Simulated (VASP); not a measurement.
A VASP calculation is set up with these files.

INCAR:
```
ALGO  =  Normal
EDIFF  =  1E-7
EDIFFG  =  -0.01
ENCUT  =  520
GGA  =  PS
IBRION  =  2
ISIF  =  4
ISMEAR  =  1
LASPH  =  .TRUE.
LCHARG  =  .FALSE.
LMAXMIX  =  4
LREAL  =  .FALSE.
LWAVE  =  .FALSE.
NELM  =  100
NSW  =  30
PREC  =  Accurate
SIGMA  =  0.1
SYSTEM  =  Ti
```

### KPOINTS
```
Automatic mesh
0
Gamma
14 14 8
0 0 0
```

File POSCAR:
```
Ti
1
    1.4630970066    -2.5341584081     0.0000000000
    1.4630970066     2.5341584081     0.0000000000
    0.0000000000     0.0000000000     4.6370590305
Ti
2
Direct
  0.3333330000   0.6666670000   0.2500000000
  0.6666670000   0.3333330000   0.7500000000
```

POTCAR, in this order: Ti_sv (PBE.64 set). Program: vasp_std.

### Question
Translate this PBEsol calculation to Quantum ESPRESSO's pw.x.

### Answer
One equivalent input (not run):
```
&CONTROL
  calculation = 'vc-relax'
  pseudo_dir = './pseudo'
  outdir = './out'
  tprnfor = .true.
  tstress = .true.
  nstep = 30
  forc_conv_thr = 0.00039
/
&SYSTEM
  ibrav = 0
  nat = 2
  ntyp = 1
  ecutwfc = 84
  occupations = 'smearing'
  smearing = 'methfessel-paxton'
  degauss = 0.00735
  input_dft = 'pbesol'
/
&ELECTRONS
  conv_thr = 7.3e-09
  electron_maxstep = 100
/
&IONS
/
&CELL
  cell_dofree = 'shape'
/
ATOMIC_SPECIES
  Ti 47.867 Ti.upf
CELL_PARAMETERS angstrom
     1.4630970   -2.5341584    0.0000000
     1.4630970    2.5341584    0.0000000
     0.0000000    0.0000000    4.6370590
ATOMIC_POSITIONS crystal
  Ti   0.3333330  0.6666670  0.2500000
  Ti   0.6666670  0.3333330  0.7500000
K_POINTS automatic
  14 14 8 0 0 0
```
Limits of the translation: the potentials are each code's own (VASP's PAW set, PseudoDojo norm-conserving files in pw.x), so ENCUT and ecutwfc are chosen apart and not converted; conv_thr bounds pw.x's estimated SCF error, while EDIFF bounds the energy change between steps; forc_conv_thr acts on force components and is met together with etot_conv_thr.

The compound is Ti in the hcp structure. This cell is one point of a volume scan, at 1.03 of the reference volume. Symmetry was kept, so distortions that lower it aren't found.
